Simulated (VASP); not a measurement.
Here is the system:

```
MoPt3
1.0
    3.82672     0.00000     0.00000
    0.00000     3.82672     0.00000
    0.00000     0.00000     3.82672
Pt Mo
3 1
Cartesian
  0.00000   1.91336   1.91336
  1.91336   1.91336   0.00000
  1.91336   0.00000   1.91336
  0.00000   0.00000   0.00000
```

Level of theory: PBE GGA, VASP's PBE PAW potentials (set 64) (plane waves; VASP). Run with 300 eV cut-off, 9×9×9 Γ-centred mesh, Gaussian smearing of 0.27 eV, potentials Pt Mo_sv.

At this cut-off the stress carries a Pulay error, which pulls relaxed volumes low.

Give the stress tensor in GPa (positive for a compressed cell).

```
34.87   0.00   0.00
 0.00  34.87   0.00
 0.00   0.00  34.87
```
The pressure is its mean diagonal, 34.87 GPa.

The structure was generated: MoPt3 was put into an ordered model structure, which need not be its known phase. The cell was not relaxed at this level.
